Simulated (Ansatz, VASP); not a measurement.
# Zn3C: VASP beside Ansatz

```
Zn C
1.0
     6.83101    0.00000    0.00000
    -3.41550    5.91582    0.00000
     0.00000    0.00000    2.80049
Zn C
6 2
Direct
  0.38481 0.19240 0.75000
  0.80760 0.19240 0.75000
  0.80760 0.61519 0.75000
  0.61519 0.80760 0.25000
  0.19240 0.80760 0.25000
  0.19240 0.38481 0.25000
  0.66667 0.33333 0.25000
  0.33333 0.66667 0.75000
```

Change from the starting cell: species swapped into the Pm3Pr type (P6_3/mmc, No. 194).

Alike in both runs: functional PBE; k mesh 3 × 3 × 4; occupations gaussian, width 0.1 eV; no spin polarisation.

Ansatz relaxed the structure, and its values are those at the end. VASP's run is a single point on that final structure, the one shown.

```csv
,VASP,Ansatz
version,VASP 6.6.1,Ansatz 0.2.0
potentials or method,"VASP PAW PBE potentials, release 64 (Zn, C)","scalar-relativistic, plane waves, PAW"
plane-wave cutoff (eV),520,420
valence electrons in the cell,80,80
```

VASP gave:

- gap on the k mesh at the Fermi level (eV): none
- pressure (GPa): 0.3
- rms of the force components (eV/Å): 0.008

Q: Estimate Ansatz's values.

A: gap on the k mesh at the Fermi level (eV): none; pressure (GPa): -0.1; rms of the force components (eV/Å): 0.005.

A gap of «none» marks a metal or a gap that the smearing closes.

Caveats: the k mesh is coarse (spacing up to 0.56 Å⁻¹), so the values aren't converged.
